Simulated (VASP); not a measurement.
Input:

```
CELL_PARAMETERS angstrom
      3.74820     0.00000     0.00000
      0.00000     3.74820     0.00000
      0.00000     0.00000     3.74820
ATOMIC_POSITIONS crystal
  Sr 0.00000 0.00000 0.00000
  V  0.50000 0.50000 0.50000
  O  0.50000 0.00000 0.50000
  O  0.00000 0.50000 0.50000
  O  0.50000 0.50000 0.00000
```

Level of theory: PBE GGA, VASP's PBE PAW potentials (set 64) (plane waves; VASP). Run with 620 eV cut-off, 8×8×8 Γ-centred mesh, first-order Methfessel-Paxton smearing of 0.10 eV, potentials Sr_sv V_sv O.

**Question.** What does the run give for the energy per atom (σ→0), pressure, band gap (on the k-mesh) with the smallest direct gap where there is one?

**Answer.** 
- band gap (on the k-mesh): none (metal, semimetal or under 0.01 eV)
- energy per atom (σ→0): -7.797 eV/atom
- pressure: 199.0 kbar

The compound is SrVO3 in the cubic perovskite structure. It was relaxed first under an external pressure of 20 GPa. The run is not spin-polarised, so no magnetic state was tried. The electron count is odd and the run is not spin-polarised, which forces a metal.
